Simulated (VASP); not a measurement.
# GeSb2Te4: formation energy of a point defect, part 2 of 2

How easily does a point defect form in GeSb2Te4? The host is relaxed first, then a supercell is run with and without the defect. The start is a computed cell from the Materials Project.

VASP 6.6.1; PBEsol; plane waves and PAW (Te, Sb, Ge).

Still holding for the runs below: The k-mesh is coarse for a metal.

So far. Step 2 (The host at zero pressure): The run ended after 12 ionic steps, 0.095 eV below its first step, once forces and stress met EDIFFG = -0.02. The relaxed cell has a = 4.243, c = 38.986 Å (conventional setting).

## 3. Relax the host again, on a new basis

The volume changed by more than 5 %, so the plane waves of the start no longer fit; a second relaxation removes that error.

Input file INCAR:

```
SYSTEM = GeSb2Te4
PREC = Accurate
ENCUT = 400
EDIFF = 1E-06
NELM = 120
ISMEAR = 0
SIGMA = 0.05
LREAL = .FALSE.
ALGO = Normal
GGA = PS
NBANDS = 26
LORBIT = 11
LWAVE = .FALSE.
LCHARG = .FALSE.
KPAR = 4
LASPH = .TRUE.
IBRION = 2
NSW = 30
ISIF = 3
EDIFFG = -0.02
POTIM = 0.4
```

Input file POSCAR:

```
GeSb2Te4
1.0
    2.1216695597      1.2249464915     12.9952186196
   -2.1216695597      1.2249464915     12.9952186196
    0.0000000000     -2.4498929829     12.9952186196
Te Sb Ge
4 2 1
Direct
    0.7082709962      0.7082709962      0.7082709962
    0.2917290038      0.2917290038      0.2917290038
    0.5705321983      0.5705321983      0.5705321983
    0.4294678017      0.4294678017      0.4294678017
    0.8592050237      0.8592050237      0.8592050237
    0.1407949763      0.1407949763      0.1407949763
    0.0000000000      0.0000000000      0.0000000000
```

Input file KPOINTS:

```
Automatic mesh
0
Gamma
5 5 5
0 0 0
```

The projector-augmented-wave data sets are Te, Sb and Ge (PBE family, release 64).

Started as:

```bash
mpirun -np 4 vasp_std
```

The program printed:

```text
[banner, memory and clock lines left out]
running    4 mpi-ranks, on    1 nodes
 distrk:  each k-point on    1 cores,    4 groups
 distr:  one band on    1 cores,    1 groups

 POSCAR found type information on POSCAR TeSbGe
 POSCAR found :  3 types and       7 ions
 [... a notice as in an earlier step ...]

 LDA part: xc-table for (Slater+PW92), standard interpolation
 POSCAR, INCAR and KPOINTS ok, starting setup
 FFT: planning ... GRIDC
 FFT: planning ... GRID_SOFT
 FFT: planning ... GRID
 WAVECAR not read
 entering main loop
       N       E                     dE             d eps       ncg     rms          rms(c)
DAV:   1     0.152942515477E+03    0.15294E+03   -0.11991E+04   988   0.968E+02
DAV:   2    -0.153652368033E+02   -0.16831E+03   -0.16462E+03  1256   0.164E+02
DAV:   3    -0.281430752195E+02   -0.12778E+02   -0.12587E+02  1228   0.483E+01
DAV:   4    -0.284150856191E+02   -0.27201E+00   -0.27132E+00  1308   0.778E+00
DAV:   5    -0.284211916540E+02   -0.61060E-02   -0.61010E-02  1358   0.118E+00    0.149E+01
DAV:   6    -0.282701739923E+02    0.15102E+00   -0.18863E+00  1312   0.556E+00    0.920E+00
DAV:   7    -0.284024025006E+02   -0.13223E+00   -0.22747E+00  1414   0.572E+00    0.356E+00
DAV:   8    -0.282138288711E+02    0.18857E+00   -0.93231E-01  1342   0.388E+00    0.652E-01
DAV:   9    -0.282185811071E+02   -0.47522E-02   -0.57821E-02  1112   0.102E+00    0.630E-01
DAV:  10    -0.282188120483E+02   -0.23094E-03   -0.20019E-03  1338   0.208E-01    0.556E-01
DAV:  11    -0.282185544187E+02    0.25763E-03   -0.29752E-04  1318   0.718E-02    0.705E-01
DAV:  12    -0.282225534221E+02   -0.39990E-02   -0.11290E-02  1150   0.398E-01    0.260E+00
DAV:  13    -0.282243412654E+02   -0.17878E-02   -0.15077E-03  1324   0.152E-01    0.338E+00
DAV:  14    -0.282259804916E+02   -0.16392E-02   -0.35395E-04  1168   0.732E-02    0.380E+00
DAV:  15    -0.282233043713E+02    0.26761E-02   -0.68936E-04  1092   0.101E-01    0.316E+00
DAV:  16    -0.282192945667E+02    0.40098E-02   -0.37838E-03  1106   0.225E-01    0.154E+00
DAV:  17    -0.282181920571E+02    0.11025E-02   -0.31078E-03  1246   0.202E-01    0.123E-01
DAV:  18    -0.282182383394E+02   -0.46282E-04   -0.35728E-04  1234   0.713E-02    0.273E-01
DAV:  19    -0.282182490913E+02   -0.10752E-04   -0.20434E-05  1290   0.196E-02    0.316E-01
DAV:  20    -0.282182080499E+02    0.41041E-04   -0.52019E-05  1078   0.280E-02    0.115E-01
DAV:  21    -0.282182039175E+02    0.41324E-05   -0.19468E-05  1204   0.155E-02    0.134E-02
DAV:  22    -0.282182040644E+02   -0.14691E-06   -0.13163E-06   694   0.524E-03
   1 F= -.28218204E+02 E0= -.28217083E+02  d E =-.282182E+02
 curvature:   0.00 expect dE= 0.000E+00 dE for cont linesearch  0.000E+00
 trial: gam= 0.00000 g(F)=  0.141E-04 g(S)=  0.211E-04 ort = 0.000E+00 (trialstep = 0.100E+01)
 search vector abs. value=  0.352E-04
 reached required accuracy - stopping structural energy minimisation
```

The job ended after 3.7 min (4 MPI ranks of Intel Xeon 6975P-C (Granite Rapids), shared host; peak memory 5.5 GiB; 14 min of CPU time).

From OUTCAR (step 3):

```text
  LATTYP: Found a trigonal (rhomboedric) cell.
 ALAT       =    13.2241325840
 COS(alpha) =     0.9485185113

The static configuration has the point symmetry D_3d.

 Found     19 irreducible k-points:

   ENCUT  =  400.0 eV  29.40 Ry    5.42 a.u.  21.57 21.57 21.57*2*pi/ulx,y,z

   NELECT =      38.0000    total number of electrons

 E-fermi :   6.8252

 k-point     1 :       0.0000    0.0000    0.0000
  band No.  band energies     occupation
    ...
     15       5.4415      2.00000
     16       5.6314      2.00000
     17       5.6314      2.00000
     18       5.9949      2.00000
     19       6.7321      1.99152
     20       6.8874      0.07850
     21       6.8874      0.07850
     22       7.5922      0.00000
     23       8.0022      0.00000
     24       8.0022      0.00000
    ...

 k-point     2 :       0.2000   -0.0000   -0.0000
  band No.  band energies     occupation
    ...
     15       5.0039      2.00000
     16       5.4656      2.00000
     17       5.8046      2.00000
     18       6.1867      2.00000
     19       6.6590      2.00000
     20       7.0911      0.00000
     21       7.4028      0.00000
     22       7.7473      0.00000
     23       8.9960      0.00000
     24       9.0266      0.00000
    ...

  Total        0.0334074      0.0334074      0.0398331      0.0000000      0.0000000     -0.0000000
  in kB        0.2641339      0.2641339      0.3149376      0.0000000      0.0000000     -0.0000000
  external PRESSURE =       0.2810685 kB  Pullay stress =       0.0000000 kB

 POSITION                                       TOTAL-FORCE (eV/Angst)
 -----------------------------------------------------------------------------------
      0.00000      0.00000     27.61241         0.000000      0.000000      0.003508
      0.00000      0.00000     11.37325         0.000000     -0.000000     -0.003508
      0.00000      0.00000     22.24257         0.000000      0.000000      0.009880
      0.00000      0.00000     16.74308         0.000000     -0.000000     -0.009880
      0.00000      0.00000     33.49667         0.000000      0.000000      0.008542
      0.00000      0.00000      5.48898         0.000000     -0.000000     -0.008542
      0.00000      0.00000      0.00000         0.000000     -0.000000     -0.000000
 -----------------------------------------------------------------------------------
    total drift:                               -0.000000     -0.000000      0.000000

  FREE ENERGIE OF THE ION-ELECTRON SYSTEM (eV)
  ---------------------------------------------------
  free  energy   TOTEN  =       -28.2182040644 eV

  energy  without entropy=      -28.2159628998  energy(sigma->0) =      -28.21708348

 total charge
# of ion       s       p       d       tot
------------------------------------------
    1        1.408   1.883   0.038   3.329
    2        1.408   1.883   0.038   3.329
    3        1.444   1.780   0.057   3.281
    4        1.444   1.780   0.057   3.281
    5        1.233   1.101   0.039   2.373
    6        1.233   1.101   0.039   2.373
    7        1.291   0.835   0.057   2.183
--------------------------------------------------
tot          9.461  10.364   0.324  20.149

[... 5 parts as in an earlier step ...]

[... 7 further parts left out ...]
```

CONTCAR:

```
GeSb2Te4
   1.00000000000000
     2.1216695596999999    1.2249464914999999   12.9952186195999992
    -2.1216695596999999    1.2249464914999999   12.9952186195999992
     0.0000000000000000   -2.4498929828999998   12.9952186195999992
  Te              Sb              Ge
     4     2     1
Direct
     0.7082709961999996    0.7082709961999996    0.7082709961999996
     0.2917290038000004    0.2917290038000004    0.2917290038000004
     0.5705321983000005    0.5705321983000005    0.5705321983000005
     0.4294678016999995    0.4294678016999995    0.4294678016999995
     0.8592050236999995    0.8592050236999995    0.8592050236999995
     0.1407949763000005    0.1407949763000005    0.1407949763000005
     0.0000000000000000    0.0000000000000000    0.0000000000000000
```

Little changed from the start: no atom moved by 0.005 Å and no cell edge by 0.1 %.

This step gave:

```
electronic cycles : 22
```

The start already met the threshold, so nothing moved.

## 4. The supercell without the defect

System of this step: GeSb2Te4. It takes space group R-3m (No. 166, trigonal). The conventional cell has a = 4.243 Å, b = 4.243 Å, c = 38.986 Å, α = 90.00°, β = 90.00°, γ = 120.00°. Nearest to Te lie 3 Ge at 2.94 Å and 3 Te at 3.24 Å. Te has 3 Sb at 3.01 Å and 3 Te at 3.24 Å nearest. Nearest to Sb lie 3 Te at 3.01 Å and 3 Sb at 3.17 Å. Nearest to Ge lie 6 Te at 2.94 Å. Farther neighbours and most contacts between anions are not listed.

The same cell, mesh and cutoff without the defect give the energy to subtract and, in a gapped host, the band edges to count from, so that most errors cancel.

Input file INCAR:

```
SYSTEM = GeSb2Te4
PREC = Normal
ENCUT = 400
EDIFF = 1E-05
NELM = 120
ISMEAR = 1
SIGMA = 0.2
LREAL = Auto
ALGO = Fast
GGA = PS
NBANDS = 96
LORBIT = 11
LWAVE = .FALSE.
LCHARG = .FALSE.
KPAR = 4
LASPH = .TRUE.
```

Input file POSCAR:

```
GeSb2Te4
1.0
    2.1216695597      1.2249464915     12.9952186196
   -4.2433391194      2.4498929830     25.9904372392
    0.0000000000     -4.8997859658     25.9904372392
Te Sb Ge
16 8 4
Direct
    0.7082709962      0.3541354981      0.3541354981
    0.7082709962      0.3541354981      0.8541354981
    0.7082709962      0.8541354981      0.3541354981
    0.7082709962      0.8541354981      0.8541354981
    0.2917290038      0.1458645019      0.1458645019
    0.2917290038      0.1458645019      0.6458645019
    0.2917290038      0.6458645019      0.1458645019
    0.2917290038      0.6458645019      0.6458645019
    0.5705321983      0.2852660992      0.2852660991
    0.5705321983      0.2852660992      0.7852660991
    0.5705321983      0.7852660992      0.2852660991
    0.5705321983      0.7852660992      0.7852660991
    0.4294678017      0.2147339009      0.2147339008
    0.4294678017      0.2147339008      0.7147339008
    0.4294678017      0.7147339008      0.2147339008
    0.4294678017      0.7147339008      0.7147339008
    0.8592050237      0.4296025118      0.4296025118
    0.8592050237      0.4296025118      0.9296025118
    0.8592050237      0.9296025118      0.4296025118
    0.8592050237      0.9296025119      0.9296025118
    0.1407949763      0.0703974881      0.0703974882
    0.1407949763      0.0703974882      0.5703974882
    0.1407949763      0.5703974882      0.0703974882
    0.1407949763      0.5703974882      0.5703974881
    0.0000000000      0.0000000000      0.0000000000
    0.0000000000      0.0000000000      0.5000000000
    0.0000000000      0.5000000000      0.0000000000
    0.0000000000      0.5000000000      0.5000000000
```

Input file KPOINTS:

```
Automatic mesh
0
Gamma
6 3 3
0 0 0
```

Started as:

```bash
mpirun -np 4 vasp_std
```

The program printed:

```text
[banner, memory and clock lines left out]
running    4 mpi-ranks, on    1 nodes
[...]
[... a notice as in an earlier step ...]

 LDA part: xc-table for (Slater+PW92), standard interpolation
|                                                                             |
|           W    W    AA    RRRRR   N    N  II  N    N   GGGG   !!!           |
|           W    W   A  A   R    R  NN   N  II  NN   N  G    G  !!!           |
|           W    W  A    A  R    R  N N  N  II  N N  N  G       !!!           |
|           W WW W  AAAAAA  RRRRR   N  N N  II  N  N N  G  GGG   !            |
|           WW  WW  A    A  R   R   N   NN  II  N   NN  G    G                |
|           W    W  A    A  R    R  N    N  II  N    N   GGGG   !!!           |
|                                                                             |
|     Your reciprocal lattice and k-lattice belong to different lattice       |
|     classes:                                                                |
|                                                                             |
|        The reciprocal lattice is base-centered monoclinic,                  |
|        whereas your k-lattice is rhombohedral (trigonal).                   |
|                                                                             |
|     Results are often still useful ...                                      |
|                                                                             |

 POSCAR, INCAR and KPOINTS ok, starting setup
[...]
entering main loop
       N       E                     dE             d eps       ncg     rms          rms(c)
DAV:   1     0.671013319223E+03    0.67101E+03   -0.46930E+04  3840   0.105E+03
DAV:   2    -0.408065426412E+02   -0.71182E+03   -0.68554E+03  4504   0.180E+02
DAV:   3    -0.111116096447E+03   -0.70310E+02   -0.67806E+02  4680   0.582E+01
DAV:   4    -0.113579341108E+03   -0.24632E+01   -0.24260E+01  4624   0.114E+01
[...]
RMM:  14    -0.112846270819E+03    0.34106E-02   -0.39148E-03  4852   0.104E-01    0.115E+00
RMM:  15    -0.112840120761E+03    0.61501E-02   -0.57034E-03  5092   0.960E-02    0.373E-01
RMM:  16    -0.112839687215E+03    0.43355E-03   -0.17364E-03  4736   0.489E-02    0.567E-02
 hard stop encountered!  aborting job ...
|                                                                             |
|           W    W    AA    RRRRR   N    N  II  N    N   GGGG   !!!           |
|           W    W   A  A   R    R  NN   N  II  NN   N  G    G  !!!           |
|           W    W  A    A  R    R  N N  N  II  N N  N  G       !!!           |
|           W WW W  AAAAAA  RRRRR   N  N N  II  N  N N  G  GGG   !            |
|           WW  WW  A    A  R   R   N   NN  II  N   NN  G    G                |
|           W    W  A    A  R    R  N    N  II  N    N   GGGG   !!!           |
|                                                                             |
|     The electronic self-consistency was not achieved in the given           |
|     number of steps (NELM). The forces and other quantities evaluated       |
|     might not be reliable so examine the results carefully. If you find     |
|     spurious results, we suggest increasing NELM, if you were close to      |
|     convergence or switching to a different ALGO or adjusting the           |
|     density mixing parameters otherwise.                                    |
|                                                                             |

 soft stop encountered!  aborting job ...
```

Elapsed: 26 min, on 4 MPI ranks.

The run was stopped at its time limit, so it gives no result of its own.

## 5. Summary of results

| Property | Result |
| --- | --- |
| result | none |

The session ends without its result: «perfect supercell» met its time limit.

[Lines on the potential files, build, host, timing and source positions are cut from VASP's logs without a mark.]

[Logs are printed without paths, hosts, clocks, repeated set-up lines and the standing remarks that a program may print on its own settings, such as how far it seeks lower states.]

[Hosts, paths, dates, database ids (printed as entryN), source tags and the programs' standing remarks are cut or masked in the printed files.]

[In band tables of VASP the shares of atoms and orbitals are scaled to a sum of 1 inside the atoms' spheres.]

[Runs that stopped without an error message from VASP are left out.]
